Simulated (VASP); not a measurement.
# Be3Te2O (Imm2) in VASP: single point with r2SCAN

Aim: the single point of Be3Te2O with r2SCAN.

All numbers are computed with VASP 6.6.1; they aren't measurements. Logs are shortened: lines on timing, memory, paths and dates and some standing lists are left out, and cuts for length are marked.

## (1) Starting point

Symmetry: Imm2, No. 44, orthorhombic system. Conventional cell: a = 3.721 Å, b = 10.996 Å, c = 4.870 Å, α = 90.00°, β = 90.00°, γ = 90.00°. Be (site symmetry m) has 1 O at 1.61 Å as nearest neighbours. Around Be (site symmetry mm2) lie 2 O at 2.03 Å. Around Te (site symmetry m) lie 4 Be at 2.43 to 2.54 Å. O (site symmetry mm2) has 2 Be at 1.61 Å as nearest neighbours.

The cell was built by a generator and needn't be a form met in nature.

## (2) Single point, r2SCAN

The input, INCAR:

```
SYSTEM = Be3Te2O
PREC = Accurate ; ENCUT = 520
EDIFF = 1E-6 ; ISMEAR = 0
SIGMA = 0.1 ; LREAL = .FALSE.
LASPH = .TRUE. ; NELM = 150
ALGO = Normal ; ISIF = 2
LWAVE = .FALSE. ; LCHARG = .FALSE.
METAGGA = R2SCAN ; LMIXTAU = .TRUE.
KPAR = 4
```

The input, KPOINTS:

```
Automatic mesh
0
G
  10 10 10
  0 0 0
```

The input, POSCAR:

```
Be3Te2O
1.0
   -1.8605700000      5.4980400000      2.4350200000
    1.8605700000     -5.4980400000      2.4350200000
    1.8605700000      5.4980400000     -2.4350200000
Be Te O
3 2 1
Direct
    0.9357550000      0.8126240000      0.1231310000
    0.6894930000      0.8126240000      0.8768690000
    0.1585900000      0.6585900000      0.5000000000
    0.6643150000      0.0028690000      0.6614470000
    0.3414220000      0.0028690000      0.3385530000
    0.9906450000      0.9906450000      0.0000000000
```

Potentials or basis: VASP PAW PBE potentials, release 64 (Be, Te, O).

Launch:

```bash
> cat potpaw_PBE.64/Be/POTCAR potpaw_PBE.64/Te/POTCAR potpaw_PBE.64/O/POTCAR > POTCAR
> mpirun -np 4 vasp_std > vasp.out
```

OUTCAR:

```text
SYSTEM = Be3Te2O
   PREC = Accurate
   ENCUT = 520
   EDIFF = 1E-6
   ISMEAR = 0
   LREAL = .FALSE.
   LASPH = .TRUE.
   NELM = 150
   ISIF = 2
   METAGGA = R2SCAN

 ion  position               nearest neighbor table
   1  0.936  0.813  0.123-   6 1.61   4 2.43   4 2.43   5 2.54
   2  0.689  0.813  0.877-   6 1.61   5 2.43   5 2.43   4 2.54
   3  0.159  0.659  0.500-   6 2.03   6 2.03   4 2.44   5 2.44
   4  0.664  0.003  0.661-   1 2.43   1 2.43   3 2.44   2 2.54   5 3.55   5 3.63   5 3.63   5 3.63
                             5 3.63
   5  0.341  0.003  0.339-   2 2.43   2 2.43   3 2.44   1 2.54   4 3.55   4 3.63   4 3.63   4 3.63
                             4 3.63
   6  0.991  0.991  0.000-   1 1.61   2 1.61   3 2.03   3 2.03

  LATTYP: Found a body centered orthorhombic cell.
 ALAT       =     3.7211400000
 B/A-ratio  =     1.3087494692
 C/A-ratio  =     2.9550299102

  Lattice vectors:

 A1 = (   1.8605700000,  -5.4980400000,  -2.4350200000)
 A2 = (  -1.8605700000,  -5.4980400000,   2.4350200000)
 A3 = (  -1.8605700000,   5.4980400000,  -2.4350200000)

Analysis of symmetry for initial positions (statically):
=====================================================================
 Subroutine PRICEL returns:
 Original cell was already a primitive cell.

 Routine SETGRP: Setting up the symmetry group for a
 body centered orthorhombic supercell.

 Subroutine GETGRP returns: Found  4 space group operations
 (whereof  4 operations were pure point group operations)
 out of a pool of  8 trial point group operations.

The static configuration has the point symmetry C_2v.

Analysis of symmetry for dynamics (positions and initial velocities):
=====================================================================
 Subroutine PRICEL returns:
 Original cell was already a primitive cell.

 Routine SETGRP: Setting up the symmetry group for a
 body centered orthorhombic supercell.

 Subroutine GETGRP returns: Found  4 space group operations
 (whereof  4 operations were pure point group operations)
 out of a pool of  8 trial point group operations.

The dynamic configuration has the point symmetry C_2v.

 Subroutine INISYM returns: Found  4 space group operations
 (whereof  4 operations are pure point group operations),
 and found     1 'primitive' translations

----------------------------------------------------------------------------------------

                                     Primitive cell

  volume of cell :      99.6360

  direct lattice vectors                    reciprocal lattice vectors
    -1.860570000  5.498040000  2.435020000     0.000000000  0.090941499  0.205337122
     1.860570000 -5.498040000  2.435020000     0.268734850  0.000000000  0.205337122
     1.860570000  5.498040000 -2.435020000     0.268734850  0.090941499  0.000000000

  length of vectors
     6.294401240  6.294401240  6.294401240     0.224574465  0.338203716  0.283705439

  position of ions in fractional coordinates (direct lattice)
     0.935755000  0.812624000  0.123131000
     0.689493000  0.812624000  0.876869000
     0.158590000  0.658590000  0.500000000
     0.664315000  0.002869000  0.661447000
     0.341422000  0.002869000  0.338553000
     0.990645000  0.990645000  0.000000000

  ion indices of the primitive-cell ions
   primitive index   ion index
                 1           1
                 2           2
                 3           3
                 4           4
                 5           5
                 6           6

----------------------------------------------------------------------------------------

 KPOINTS: Automatic mesh

Automatic generation of k-mesh.
 Grid dimensions read from file:
 generate k-points for:   10   10   10

 Generating k-lattice:

  Cartesian coordinates                     Fractional coordinates (reciprocal lattice)
     0.000000000  0.009094150  0.020533712     0.100000000  0.000000000  0.000000000
     0.026873485  0.000000000  0.020533712    -0.000000000  0.100000000  0.000000000
     0.026873485  0.009094150  0.000000000    -0.000000000  0.000000000  0.100000000

  Length of vectors
     0.022457446  0.033820372  0.028370544

  Shift w.r.t. Gamma in fractional coordinates (k-lattice)
     0.000000000  0.000000000  0.000000000

 Subroutine IBZKPT returns following result:
 ===========================================

 Found    171 irreducible k-points:

 Following reciprocal coordinates:
            Coordinates               Weight
  0.000000  0.000000  0.000000      1.000000
  0.100000  0.000000 -0.000000      4.000000
  0.200000  0.000000 -0.000000      4.000000
  0.300000 -0.000000  0.000000      4.000000
  0.400000  0.000000 -0.000000      4.000000
  0.500000  0.000000 -0.000000      2.000000
[... 16 lines left out ...]
 -0.400000  0.200000  0.000000      8.000000
 -0.300000  0.200000 -0.000000      8.000000
 [... further k-points ...]
   k-points           NKPTS =    171   k-points in BZ     NKDIM =    171   number of bands    NBANDS=     16
   number of dos      NEDOS =    301   number of ions     NIONS =      6
   total plane-waves  NPLWV = 110592
   dimension x,y,z NGX =    48 NGY =   48 NGZ =   48
   dimension x,y,z NGXF=    96 NGYF=   96 NGZF=   96
   ions per type =               3   2   1
   NGX,Y,Z   is equivalent  to a cutoff of  12.68, 12.68, 12.68 a.u.
   NGXF,Y,Z  is equivalent  to a cutoff of  25.36, 25.36, 25.36 a.u.
 SYSTEM =  Be3Te2O
   PREC   = accura    normal or accurate (medium, high low for compatibility)
   ISTART =      0    job   : 0-new  1-cont  2-samecut
   ICHARG =      2    charge: 1-file 2-atom 10-const
   ISPIN  =      1    spin polarized calculation?
   LNONCOLLINEAR =      F non collinear calculations
   LSORBIT =      F    spin-orbit coupling
   LASPH  =      T    aspherical Exc in radial PAW
   ENCUT  =  520.0 eV  38.22 Ry    6.18 a.u.  11.70 11.70 11.70*2*pi/ulx,y,z
   NELM   =    150;   NELMIN=  2; NELMDL= -5     # of ELM steps
   EDIFF  = 0.1E-05   stopping-criterion for ELM
   LREAL  =      F    real-space projection
   EDIFFG = 0.1E-04   stopping-criterion for IOM
   NSW    =      0    number of steps for IOM
   IBRION =     -1    ionic relax: 0-MD 1-quasi-New 2-CG
   NFREE  =      0    steps in history (QN), initial steepest desc. (CG)
   ISIF   =      2    stress and relaxation
   ISYM   =      2    0-nonsym 1-usesym 2-fastsym
   POTIM  = 0.5000    time-step for ionic-motion
   TEBEG  =    0.0;   TEEND  =   0.0 temperature during run
   PSTRESS=    0.0 pullay stress
   NELECT =      24.0000    total number of electrons
   NUPDOWN=      -1.0000    fix difference up-down
   EMIN   =  10.00;   EMAX   =-10.00  energy-range for DOS
   EFERMI =   0.00;   METHOD = LEGACY
   ISMEAR =     0;   SIGMA  =   0.10  broadening in eV -4-tet -1-fermi 0-gaus
   EFERMI_NEDOS =   21; number of points for ismear=-14 and -15
   IALGO  =     38    algorithm
   IMIX   =      4    mixing-type and parameters
     AMIX     =   0.40;   BMIX     =  1.00
     AMIX_MAG =   1.60;   BMIX_MAG =  1.00
  volume/ion in A,a.u.               =      16.61       112.06
  Fermi-wavevector in a.u.,A,eV,Ry     =   1.018606  1.924887 14.116849  1.037559
  Thomas-Fermi vector in A             =   2.152074
   LORBIT       =      0    0 simple, 1 ext, 2 COOP (PROOUT), +10 PAW based schemes
   METAGGA = R2SCAN    functional components
   LHFCALC =     F    Hartree Fock is set to
   AEXX    =    0.0000 exact exchange contribution
   IVDW    =     0    specifies the selected vdW correction
   LEPSILON=     F    determine dielectric tensor
   LRPA    =     F    only Hartree local field effects (RPA)
 non-spin polarized calculation
 Gauss-broadening in eV      SIGMA  =   0.10
  energy-cutoff  :      520.00
  volume of cell :       99.64
 maximum number of plane-waves:      2703
   NGX = 23   NGY = 23   NGZ = 23

 number of electron      23.9999999 magnetization

 Free energy of the ion-electron system (eV)
  ---------------------------------------------------
  ext. energy  EPLUGINS =         0.00000000
  ---------------------------------------------------
  free energy    TOTEN  =       -75.23371539 eV

  energy without entropy =      -75.23371539  energy(sigma->0) =      -75.23371539

 E-fermi :   6.7560     XC(G=0): -10.0312

 val. band max:        6.3735166514   @ k =   0.5000   0.5000   0.5000
 cond. band min:       7.1375033305   @ k =   0.5000   0.5000   0.5000
 fundamental gap:      0.7639866791
 Fermi energy:         6.7560309322

 k-point     1 :       0.0000    0.0000    0.0000
  band No.  band energies     occupation
      1     -15.1074      2.00000
      2      -7.1528      2.00000
      3      -4.8205      2.00000
      4      -0.9009      2.00000
      5      -0.0658      2.00000
      6       0.1276      2.00000
[... 8 lines left out ...]
     15      10.7175      0.00000
     16      11.4492      0.00000

 k-point     2 :       0.1000    0.0000   -0.0000
  band No.  band energies     occupation
      1     -15.1062      2.00000
      2      -7.1163      2.00000
      3      -4.8811      2.00000
      4      -0.9741      2.00000
      5      -0.2239      2.00000
      6       0.1331      2.00000
[... 8 lines left out ...]
     15      10.7493      0.00000
     16      11.1619      0.00000

 k-point     3 :       0.2000    0.0000   -0.0000
  band No.  band energies     occupation
      1     -15.1031      2.00000
      2      -7.0074      2.00000
      3      -5.0619      2.00000
      4      -1.1198      2.00000
      5      -0.3968      2.00000
      6       0.1480      2.00000
[... 8 lines left out ...]
     15      10.4140      0.00000
     16      11.0098      0.00000
[... 362 lines left out ...]
 k-point    23 :      -0.4000    0.2000    0.0000
  band No.  band energies     occupation
      1     -15.0804      2.00000
      2      -6.6376      2.00000
      3      -5.0747      2.00000
      4      -0.9395      2.00000
      5      -0.4157      2.00000
      6      -0.0077      2.00000
[... 8 lines left out ...]
     15      10.1285      0.00000
     16      11.3368      0.00000

 k-point    24 :      -0.3000    0.2000   -0.0000
  band No.  band energies     occupation
      1     -15.0829      2.00000
      2      -6.7733      2.00000
      3      -4.8786      2.00000
      4      -0.8625      2.00000
      5      -0.3320      2.00000
      6      -0.0264      2.00000
[... 8 lines left out ...]
     15      10.4178      0.00000
     16      11.2694      0.00000

 [... further k-points ...]

------------------------ aborting loop because EDIFF is reached ----------------------------------------

  FORCE on cell =-STRESS in cart. coord.  units (eV):
  Direction    XX          YY          ZZ          XY          YZ          ZX
  --------------------------------------------------------------------------------------
  -------------------------------------------------------------------------------------
  Total       -0.1638473     -0.4532968     -0.2977299      0.0000000      0.0000000      0.0000000
  in kB       -2.6347132     -7.2891484     -4.7875868      0.0000000      0.0000000      0.0000000
  external PRESSURE =      -4.9038161 kB  Pullay stress =       0.0000000 kB

 VOLUME and BASIS-vectors are now :
 -----------------------------------------------------------------------------
  energy-cutoff  :      520.00
  volume of cell :       99.64
      direct lattice vectors                 reciprocal lattice vectors
    -1.860570000  5.498040000  2.435020000     0.000000000  0.090941499  0.205337122
     1.860570000 -5.498040000  2.435020000     0.268734850  0.000000000  0.205337122
     1.860570000  5.498040000 -2.435020000     0.268734850  0.090941499  0.000000000

 POSITION                                       TOTAL-FORCE (eV/Angst)
 -----------------------------------------------------------------------------------
     -0.00000      1.35396      3.95751        -0.000000     -0.080481      0.029194
      1.86057      4.14408      1.52249         0.000000      0.080481      0.029194
      1.86057      0.00000      0.77234         0.000000     -0.000000      0.144533
      0.00000      7.27332      0.01397        -0.000000     -0.049237     -0.008244
     -0.00000      3.72276      0.01397        -0.000000      0.049237     -0.008244
      0.00000      0.00000      4.82448         0.000000      0.000000     -0.186434
 -----------------------------------------------------------------------------------
    total drift:                               -0.000516      0.001453      0.000342

  FREE ENERGIE OF THE ION-ELECTRON SYSTEM (eV)
  ---------------------------------------------------
  free  energy   TOTEN  =       -75.2337153906 eV

  energy  without entropy=      -75.2337153905  energy(sigma->0) =      -75.23371539
```

It took 6 min on 4 MPI ranks of Intel Xeon Platinum 8488C (Sapphire Rapids), shared host; peak memory 0.57 GiB.

What came out:

```
Free energy            : -75.2337 eV
Pressure               : -0.5 GPa
Largest force          : 0.186 eV/Å
Band gap on the k mesh : 0.76 eV, direct
```

Forces on the atoms (eV/Å):
```
Be   0.000 -0.080  0.029
Be   0.000  0.080  0.029
Be   0.000  0.000  0.145
Te   0.000 -0.049 -0.008
Te   0.000  0.049 -0.008
O    0.000  0.000 -0.186
```

Levels at points of the mesh, in eV from the valence-band top:
| k point | band 8 | band 9 | band 10 | band 11 | band 12 | band 13 | band 14 | band 15 | band 16 |
| --- | --- | --- | --- | --- | --- | --- | --- | --- | --- |
| (0.00, 0.00, 0.00) | -4.90 | -2.09 | -1.96 | -1.95 | -0.26 | 0.79 | 3.11 | 4.34 | 5.08 |
| (0.50, 0.00, 0.00) | -4.64 | -2.17 | -1.68 | -1.43 | -0.93 | 2.04 | 3.44 | 4.67 | 4.72 |
| (0.00, 0.50, 0.00) | -5.12 | -4.41 | -3.16 | -2.44 | -2.19 | 2.55 | 3.57 | 5.04 | 5.27 |
| (0.50, 0.50, 0.00) | -5.28 | -3.81 | -2.95 | -2.79 | -2.06 | 1.73 | 2.79 | 3.36 | 3.67 |
| (0.50, 0.50, 0.50) | -4.00 | -2.96 | -2.00 | -1.88 | 0.00 | 0.76 | 2.66 | 3.42 | 3.73 |

Caveat: the PAW data sets were made with another functional, which shifts forces and pressure a little; spin-orbit coupling is left out, which moves the levels of the heavy elements. A k mesh can miss the band edges.
